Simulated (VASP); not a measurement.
These are HSE06 screened hybrid, VASP's PBE PAW potentials (set 64) (plane waves; VASP) values and carry that method's errors.

VASP input:

### POSCAR
```
BSi62
1
   10.9370747000     0.0000000000     0.0000000000
    0.0000000000    10.9370747000     0.0000000000
    0.0000000000     0.0000000000    10.9370747000
Si B
62 1
Direct
  0.4988632870   0.9988876654   0.9988408490
  0.6276764363   0.1237205422   0.1236868361
  0.7506111687   0.2494608843   0.9981224784
  0.8764258084   0.3725414115   0.1236491821
  0.7506812967   0.9982384826   0.2495341970
  0.8764713404   0.1238105348   0.3724972462
  0.0006102402   0.9996104055   0.9995396134
  0.1262421427   0.1246200009   0.1245292700
  0.2516782898   0.2489821677   0.0003102483
  0.3772642810   0.3772958420   0.1270611180
  0.5003906852   0.4997405941   0.9989744409
  0.6229235755   0.6229767802   0.1269884680
  0.7512963854   0.7485749022   0.0002971905
  0.8756133718   0.8740383914   0.1245395760
  0.2516700404   0.0003853790   0.2489102054
  0.3772609759   0.1271278587   0.3771696378
  0.4989642171   0.2444571916   0.2443241097
  0.7558319584   0.5013477713   0.2442856534
  0.8730863953   0.6229414934   0.3772141005
  0.5004509616   0.9990558761   0.4996562980
  0.6228850702   0.1270674753   0.6228617856
  0.7558353593   0.2443666343   0.5012813685
  0.8730776459   0.3772845678   0.6229700019
  0.7512834351   0.0003088764   0.7484587973
  0.8755457709   0.1245906061   0.8739189050
  0.0012672067   0.5013063707   0.9988534881
  0.1271751567   0.6236679897   0.1270613429
  0.2499930500   0.7501277732   0.0008959759
  0.3764958074   0.8729886392   0.1270498676
  0.0019982839   0.2495412561   0.2494078398
  0.1258763459   0.3747372495   0.3746915886
  0.2542501312   0.5006633992   0.2552860130
  0.3850400861   0.6152615680   0.3885774876
  0.4995895617   0.7459368183   0.2552163559
  0.6254910894   0.8742909777   0.3746769153
  0.0012753240   0.9988910642   0.5012700773
  0.1271776074   0.1270848342   0.6236363906
  0.2542104098   0.2552677042   0.5005700243
  0.3849857158   0.3886297961   0.6150831746
  0.6115283600   0.6151642694   0.6151452000
  0.7448606279   0.7458884091   0.5005665686
  0.8731018713   0.8729652891   0.6236273436
  0.2500213817   0.0009665742   0.7501510749
  0.3765125544   0.1271147728   0.8729693272
  0.4995408929   0.2552955477   0.7458328294
  0.6254593799   0.3747052785   0.8742455303
  0.7448497567   0.5006565797   0.7459196432
  0.8731149371   0.6236888444   0.8729069927
  0.9998449631   0.7485810537   0.2488531189
  0.1262763999   0.8739245376   0.3752174392
  0.0011009024   0.4997769942   0.4996868213
  0.1247308156   0.6257537969   0.6256407330
  0.2515362955   0.7486751665   0.5015114135
  0.3744783276   0.8755426103   0.6256868337
  0.9997999579   0.2489820831   0.7484876730
  0.1263019562   0.3752876183   0.8738555246
  0.2515372146   0.5015411621   0.7485473215
  0.3744345312   0.6257329867   0.8754066517
  0.4985934171   0.7486651213   0.7486072817
  0.6249192486   0.8739317921   0.8738512749
  0.9992475042   0.7501457055   0.7500698831
  0.1251035034   0.8750433234   0.8749995303
  0.4714692855   0.5287107082   0.5286518711
```

### KPOINTS
```
Automatic mesh
0
Gamma
1 1 1
0 0 0
```

INCAR:
```
AEXX = 0.25
ALGO = Normal
EDIFF = 1E-5
ENCUT = 400
GGA = PE
HFSCREEN = 0.2
ISIF = 0
ISMEAR = 0
ISYM = 0
LASPH = .True.
LCHARG = .False.
LHFCALC = .True.
LREAL = Auto
LWAVE = .False.
NELECT = 250.0
NELM = 50
NELMIN = 4
PREC = Normal
PRECFOCK = Fast
SIGMA = 0.05
SYSTEM = BSi62
```

POTCAR, in this order: Si B (PBE.64 set). Program: vasp_gam. Read from the step before: WAVECAR.

The cell is charged, with a uniform compensating background. The supercell is sampled at Γ alone, which is coarse: total energies, pressure and levels can be off, energies of defects by several tenths of an eV.

**Question.** What does the run give for the energy per atom (σ→0), largest force?

**Answer.** 
```json
{
 "energy per atom (σ→0)": "-6.251 eV/atom",
 "largest_force": "0.225 eV/Å"
}
```

**OSZICAR**
```
...
DAV:   4    -0.393790188754E+03    0.53484E-02   -0.10148E-02   346   0.175E-01    0.427E+00
DAV:   5    -0.393787708819E+03    0.24799E-02   -0.11892E-03   362   0.750E-02    0.246E+00
DAV:   6    -0.393786838073E+03    0.87075E-03   -0.80432E-04   346   0.573E-02    0.139E+00
DAV:   7    -0.393786596686E+03    0.24139E-03   -0.25862E-04   338   0.300E-02    0.789E-01
DAV:   8    -0.393786517181E+03    0.79505E-04   -0.45690E-05   330   0.136E-02    0.451E-01
DAV:   9    -0.393786494434E+03    0.22747E-04   -0.16874E-05   218   0.870E-03    0.259E-01
DAV:  10    -0.393786489932E+03    0.45018E-05   -0.81254E-06   186   0.602E-03
   1 F= -.39378649E+03 E0= -.39378649E+03  d E =-.127228E-10
```

The cell is a supercell with a defect, built from Si (diamond): B_Si-vac_Si, charge +1. The cell's shape comes from a PBE relaxation. The run is not spin-polarised, so no state with unpaired spins was tried.
